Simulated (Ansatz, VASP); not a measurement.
# TaMo2S4 in VASP and in Ansatz

```
CELL_PARAMETERS angstrom
0.00000 3.23386 0.00000
5.94507 0.00000 0.00000
-2.67650 1.61693 -5.82363
ATOMIC_POSITIONS crystal
S 0.36750 0.97260 0.26500
S 0.63250 0.02740 0.73500
S 0.89380 0.44930 0.21240
S 0.10620 0.55070 0.78760
Ta 0.00000 0.00000 0.00000
Mo 0.25610 0.69040 0.48780
Mo 0.74390 0.30960 0.51220
```

Alike in both runs: task single point; functional PBE; k mesh 7 × 4 × 7; no spin polarisation.

```csv
,VASP,Ansatz
version,VASP 6.6.1,Ansatz 0.2.0
potentials or method,"VASP PAW PBE potentials, release 64 (S, Ta_pv, Mo_sv)",PAW plane waves
plane-wave cutoff (eV),520,420
occupations,"fermi-dirac, width 0.1 eV",fermi-dirac
valence electrons in the cell,63,65
```

Ansatz gave:

| Item | Value |
| --- | --- |
| pressure (GPa) | 8.4 |
| largest component of the traceless stress (GPa) | 4.92 |
| rms of the force components (eV/Å) | 0.568 |

Q: Estimate VASP's values.

A: Pressure (GPa): 8.4; largest component of the traceless stress (GPa): 4.93; rms of the force components (eV/Å): 0.571.

The two sets of potentials don't hold the same shells in valence.

Caveats: forces of over 1 eV/Å show positions far from the minimum, so gaps and moduli don't describe the material at rest. Spin-orbit coupling is left out, which matters for the levels of Ta.
